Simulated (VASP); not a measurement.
Input of a VASP 6.6.1 run:

The input INCAR:

```
SYSTEM = CaH2PdO6
PREC = Accurate ; ENCUT = 520
EDIFF = 1E-6 ; ISMEAR = -1
SIGMA = 0.1 ; LREAL = .FALSE.
LASPH = .TRUE. ; NELM = 60
ALGO = Normal ; ISIF = 2
LWAVE = .FALSE. ; LCHARG = .FALSE.
GGA = PE ; NBANDS = 40
```

File KPOINTS:

```
Automatic mesh
0
G
  5 5 5
  0 0 0
```

POSCAR

```
CaH2PdO6
1.0
    0.0000000000      3.4984420000      3.4984420000
    3.4984420000      0.0000000000      3.4984420000
    3.4984420000      3.4984420000      0.0000000000
H Ca Pd O
2 1 1 6
Direct
    0.2500000000      0.2500000000      0.2500000000
    0.7500000000      0.7500000000      0.7500000000
    0.5000000000      0.5000000000      0.5000000000
    0.0000000000      0.0000000000      0.0000000000
    0.7670000000      0.2330000000      0.2330000000
    0.2330000000      0.7670000000      0.2330000000
    0.2330000000      0.7670000000      0.7670000000
    0.7670000000      0.2330000000      0.7670000000
    0.2330000000      0.2330000000      0.7670000000
    0.7670000000      0.7670000000      0.2330000000
```

Potentials or basis: VASP PAW PBE potentials, release 64 (H, Ca_sv, Pd, O).

Launch:

```sh
$ cat potpaw_PBE.64/H/POTCAR potpaw_PBE.64/Ca_sv/POTCAR potpaw_PBE.64/Pd/POTCAR potpaw_PBE.64/O/POTCAR > POTCAR
$ mpirun -np 1 vasp_std > vasp.out
```

Problem. Predict the band gap on the k mesh.

Solution. None (metal or under the smearing width).

Problem. Predict the pressure.

Solution. 121.8 GPa.

Forces on the atoms (eV/Å):
```
H    0.000  0.000  0.000
H    0.000  0.000  0.000
Ca   0.000  0.000  0.000
Pd   0.000  0.000  0.000
O    5.611  0.000  0.000
O    0.000  5.611  0.000
O   -5.611  0.000  0.000
O    0.000 -5.611  0.000
O    0.000  0.000  5.611
O    0.000  0.000 -5.611
```

Caveat: a pressure of tens of GPa on the cell as given is suspect, and the run, the potentials or the cell itself is likely at fault; forces of over 1 eV/Å show positions far from the minimum, so gaps and moduli don't describe the material at rest.
